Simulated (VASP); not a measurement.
All values below come from PBE GGA, VASP's PBE PAW potentials (set 64) (plane waves; VASP).

Input for VASP

**INCAR**
```
# general
SYSTEM   =  Be3CdSe4
PREC     =  Accurate
ENCUT    =  400
LREAL    =  .FALSE.
LASPH    =  .TRUE.

# electronic loop
EDIFF    =  1E-6
NELM     =  100
ALGO     =  Normal
LMAXMIX  =  4

# smearing
ISMEAR   =  0
SIGMA    =  0.05

# functional
GGA      =  PE

# output
LWAVE    =  .FALSE.
LCHARG   =  .TRUE.
```

### KPOINTS
```
Automatic mesh
0
Gamma
4 4 4
0 0 0
```

POSCAR:
```
Be3CdSe4
1
    5.4485150443     0.0000000000     0.0000000000
   -0.0000000000     5.4485150443     0.0000000000
    0.0000000000     0.0000000000     5.4485150443
Cd Se Be
1 4 3
Direct
  1.0000000000   1.0000000000   1.0000000000
  0.2727649335   0.2727649335   0.2727649335
  0.7272350665   0.7272350665   0.2727649335
  0.7272350665   0.2727649335   0.7272350665
  0.2727649335   0.7272350665   0.7272350665
  0.5000000000   0.5000000000   0.0000000000
  0.5000000000   1.0000000000   0.5000000000
  1.0000000000   0.5000000000   0.5000000000
```

POTCAR, in this order: Cd Se Be (PBE.64 set). Program: vasp_std.

What VASP printed:

OSZICAR:
```
       N       E                     dE             d eps       ncg     rms          rms(c)
DAV:   1     0.203700797872E+03    0.20370E+03   -0.16034E+04   520   0.113E+03
DAV:   2    -0.176614865541E+02   -0.22136E+03   -0.21632E+03   636   0.255E+02
DAV:   3    -0.319383668110E+02   -0.14277E+02   -0.14230E+02   672   0.707E+01
DAV:   4    -0.321019397538E+02   -0.16357E+00   -0.16340E+00   640   0.772E+00
DAV:   5    -0.321037113425E+02   -0.17716E-02   -0.17711E-02   668   0.812E-01    0.884E+00
DAV:   6    -0.314219557222E+02    0.68176E+00   -0.12915E+00   604   0.125E+01    0.677E+00
DAV:   7    -0.313374948183E+02    0.84461E-01   -0.94329E-01   622   0.532E+00    0.249E+00
DAV:   8    -0.313384658163E+02   -0.97100E-03   -0.14920E-01   592   0.401E+00    0.742E-01
DAV:   9    -0.313388411012E+02   -0.37528E-03   -0.20811E-02   600   0.173E+00    0.192E-01
DAV:  10    -0.313390590789E+02   -0.21798E-03   -0.26564E-03   586   0.481E-01    0.636E-02
DAV:  11    -0.313392499131E+02   -0.19083E-03   -0.11819E-03   640   0.283E-01    0.527E-02
DAV:  12    -0.313392253929E+02    0.24520E-04   -0.20068E-04   620   0.160E-01    0.193E-02
DAV:  13    -0.313392310005E+02   -0.56076E-05   -0.38744E-05   620   0.423E-02    0.688E-03
DAV:  14    -0.313392315214E+02   -0.52093E-06   -0.41289E-06   512   0.152E-02
   1 F= -.31339232E+02 E0= -.31339232E+02  d E =-.883251E-13
```

File OUTCAR:
```
------------------------ aborting loop because EDIFF is reached ----------------------------------------
  FORCE on cell =-STRESS in cart. coord.  units (eV):
  Direction    XX          YY          ZZ          XY          YZ          ZX
  --------------------------------------------------------------------------------------
  Total       -0.0631529     -0.0631529     -0.0631529      0.0000000      0.0000000     -0.0000000
  in kB       -0.6255604     -0.6255604     -0.6255604      0.0000000      0.0000000     -0.0000000
  external PRESSURE =      -0.6255604 kB  Pullay stress =       0.0000000 kB
  volume of cell :      161.75
      direct lattice vectors                 reciprocal lattice vectors
     5.448515044  0.000000000  0.000000000     0.183536246  0.000000000  0.000000000
     0.000000000  5.448515044  0.000000000     0.000000000  0.183536246  0.000000000
     0.000000000  0.000000000  5.448515044     0.000000000  0.000000000  0.183536246
 POSITION                                       TOTAL-FORCE (eV/Angst)
 -----------------------------------------------------------------------------------
      0.00000      0.00000      0.00000        -0.000000     -0.000000     -0.000000
      1.48616      1.48616      1.48616         0.001525      0.001525      0.001525
      3.96235      3.96235      1.48616        -0.001525     -0.001525      0.001525
      3.96235      1.48616      3.96235        -0.001525      0.001525     -0.001525
      1.48616      3.96235      3.96235         0.001525     -0.001525     -0.001525
      2.72426      2.72426      0.00000        -0.000000     -0.000000     -0.000000
      2.72426      0.00000      2.72426         0.000000     -0.000000      0.000000
      0.00000      2.72426      2.72426         0.000000     -0.000000     -0.000000
 -----------------------------------------------------------------------------------
    total drift:                               -0.000000     -0.000000     -0.000000
  FREE ENERGIE OF THE ION-ELECTRON SYSTEM (eV)
  ---------------------------------------------------
  free  energy   TOTEN  =       -31.3392315214 eV

  energy  without entropy=      -31.3392315214  energy(sigma->0) =      -31.33923152
```
(Selected blocks of OUTCAR.)

The structure was generated: Be3CdSe4 was put into an ordered model structure (P-43m), which need not be its known phase. It was relaxed first.
